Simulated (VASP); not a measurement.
Data:

```
Rb2Te5
1.0
    5.86799    -4.63622     0.00000
    5.86799     4.63622     0.00000
   -2.63386     0.00000     5.17721
Rb Te
2 5
Direct
  0.31837   0.31837   0.64140
  0.68163   0.68163   0.35860
  0.00000   0.00000   0.00000
  0.85460   0.32992   0.75896
  0.14540   0.67008   0.24104
  0.67008   0.14540   0.24104
  0.32992   0.85460   0.75896
```

Calculation: LDA (Ceperley-Alder, Perdew-Zunger), VASP's LDA PAW potentials (set 64) (plane waves; VASP). Settings: 300 eV cut-off, 2×2×3 Γ-centred mesh, Fermi-Dirac smearing of 0.050 eV, potentials Rb_sv Te.

At this cut-off the stress carries a Pulay error, which pulls relaxed volumes low.

Question: Give the force on each atom (eV/Å).

Answer: 
| atom | Fx | Fy | Fz |
|---|---|---|---|
| Rb1 | -0.025 | 0.000 | 0.004 |
| Rb2 | 0.025 | 0.000 | -0.004 |
| Te3 | 0.000 | 0.000 | 0.000 |
| Te4 | -0.023 | -0.064 | 0.141 |
| Te5 | 0.023 | 0.064 | -0.141 |
| Te6 | 0.023 | -0.064 | -0.141 |
| Te7 | -0.023 | 0.064 | 0.141 |

Question: Give the stress tensor in GPa (positive for a compressed cell).

Answer: 
```
-2.26   0.00  -0.21
 0.00  -1.67   0.00
-0.21   0.00  -1.84
```
The pressure is its mean diagonal, -1.92 GPa.

The structure comes from a computed database's Rb2Te5 entry; how it stands against other phases isn't given here. The cell was not relaxed at this level. The k-mesh is coarse (spacing up to 0.45 per Å, 2π included), so the numbers may not be converged in it.
